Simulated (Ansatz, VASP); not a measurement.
One calculation of Si3Sn, two programs

POSCAR

```
Si3Sn
1.0
    3.9790931457      0.0000000000      0.0000000000
    0.0000000000      3.9790931457      0.0000000000
    0.0000000000      0.0000000000      5.7486205308
Si Sn
3 1
Direct
    0.5000000000      0.0000000000      0.7749357581
    0.5000000000      0.5000000000      0.0000000000
    0.0000000000      0.5000000000      0.2250642419
    0.0000000000      0.0000000000      0.5000000000
```

File INCAR.step1:

```
SYSTEM = Si3Sn
ALGO     = Normal         ! electronic algorithm
EDIFF    = 1E-4           ! SCF threshold, eV
ENCUT    = 520            ! plane-wave cutoff, eV
GGA      = PE             ! functional
ISMEAR   = -1             ! smearing method
LASPH    = .True.         ! aspherical terms in the spheres
LCHARG   = .False.        ! write CHGCAR
LREAL    = .False.        ! projectors in reciprocal space
LWAVE    = .True.         ! write WAVECAR
NBANDS   = 21             ! bands
NELM     = 100            ! most SCF steps
PREC     = Accurate       ! precision mode
SIGMA    = 0.02           ! smearing width, eV
```

The input INCAR.step2:

```
SYSTEM = Si3Sn
ALGO     = Normal         ! electronic algorithm
EDIFF    = 1E-7           ! SCF threshold, eV
ENCUT    = 520            ! plane-wave cutoff, eV
ISIF     = 2              ! what is computed and relaxed
ISMEAR   = -1             ! smearing method
ISTART   = 1            
LASPH    = .True.         ! aspherical terms in the spheres
LCHARG   = .False.        ! write CHGCAR
LMIXTAU  = .True.       
LREAL    = .False.        ! projectors in reciprocal space
LWAVE    = .False.        ! write WAVECAR
METAGGA  = R2SCAN         ! meta-GGA
NBANDS   = 21             ! bands
NELM     = 100            ! most SCF steps
PREC     = Accurate       ! precision mode
SIGMA    = 0.02           ! smearing width, eV
```

File KPOINTS:

```
k-points
0
Gamma
  6 6 4
  0 0 0
```

Input for Ansatz:

```yaml
crystal:
  lattice:
    - [3.9790931457, 0.0, 0.0]
    - [0.0, 3.9790931457, 0.0]
    - [0.0, 0.0, 5.7486205308]
  atoms:
    - { symbol: Si, position: [0.5, 0.0, 0.7749357581] }
    - { symbol: Si, position: [0.5, 0.5, 0.0] }
    - { symbol: Si, position: [0.0, 0.5, 0.2250642419] }
    - { symbol: Sn, position: [0.0, 0.0, 0.5] }
kpoints:
  mp_grid: { grid: [6, 6, 4] }
  band_path:
    path:
      - [0.0, 0.0, 0.0]
      - [0.0, 0.5, 0.0]
      - [0.5, 0.5, 0.0]
      - [0.0, 0.0, 0.5]
      - [0.0, 0.5, 0.5]
      - [0.5, 0.5, 0.5]
    npoints: 1
hamiltonian:
  xc: r2scan
scf:
  occupations: { method: fermi_dirac, width: 0.02 }
  n_extra_bands: 5
output:
  forces: true
  stress: true
  eigenvalues: true
```

Change from the starting cell: biaxial_xy strain -1.4%.

Alike in both runs: task single point; functional r2SCAN; k mesh 6 × 6 × 4; occupations fermi-dirac, width 0.02 eV; no spin polarisation.

|  | VASP | Ansatz |
| --- | --- | --- |
| version | VASP 6.6.1 | Ansatz 0.2.0 |
| potentials or method | VASP PAW PBE potentials, release 64 (Si, Sn_d) | plane waves, PAW |
| plane-wave cutoff (eV) | 520 | 500 |
| valence electrons in the cell | 26 | 26 |

Ansatz gave:

| Quantity | Value |
| --- | --- |
| pressure (GPa) | 2.4 |
| largest component of the traceless stress (GPa) | 0.80 |

Q: Estimate VASP's values.

A: Pressure (GPa): 2.3; largest component of the traceless stress (GPa): 0.80.

Caveats: the PAW data sets were made with another functional, which shifts forces and pressure a little (VASP); spin-orbit coupling is left out, which moves the levels of the heavy elements.
